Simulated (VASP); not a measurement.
Consider the following.

```
CuI
1.0
    0.00000     3.04036     3.04036
    3.04036     0.00000     3.04036
    3.04036     3.04036     0.00000
Cu I
1 1
Direct
  0.00000   0.00000   0.00000
  0.25000   0.25000   0.25000
```

The numbers are results of PBE GGA, VASP's PBE PAW potentials (set 64) (plane waves; VASP), not measurements. Settings: 520 eV cut-off, 7×7×7 Γ-centred mesh, Gaussian smearing of 0.050 eV, potentials Cu I.

Unless said otherwise, spin-orbit coupling is left out, though it shifts the bands of the heavy elements here.

Question: Predict the energy per atom (σ→0), band gap (on the k-mesh) with the smallest direct gap where there is one.

Answer: 
| Quantity | Result |
|---|---|
| band gap (on the k-mesh) | 1.12 eV |
| smallest direct gap (on the k-mesh) | 1.12 eV |
| energy per atom (σ→0) | -2.781 eV/atom |

Total energies compare only between runs with the same potentials, cut-off and functional.

The compound is CuI in the zinc blende structure. It was relaxed first.
